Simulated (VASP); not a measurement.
Rh (fcc) relaxed at rising pressure, in one space group throughout; other phases were not tried. The pressures are those reached. Level of theory: PBEsol GGA, VASP's PBE PAW potentials (set 64) (plane waves; VASP 6.6.1).

```
P (GPa)  V (Å³/atom)    k-mesh
-------  -----------  --------
0.09          13.497  16×16×16
4.80          13.287  17×17×17
9.91          13.085  17×17×17
19.93         12.735  17×17×17
29.94         12.433  17×17×17
```

A change of mesh leaves a small step in the series.

Problem. Fit an equation of state and predict the volume at 44.81 GPa.

Solution. Least squares on the third-order Birch-Murnaghan form, P = (3B0/2)(y⁷ − y⁵)[1 + (3/4)(B′ − 4)(y² − 1)] with y = (V0/V)^(1/3), gives V0 = 13.500 Å³/atom, B0 = 292 GPa and B′ = 5.3, and so 12.053 Å³/atom. The run gave 12.048 Å³/atom, -0.0 % from the fit.

Pressures at which the relaxation failed are left out.

The compound is Rh in the fcc structure.
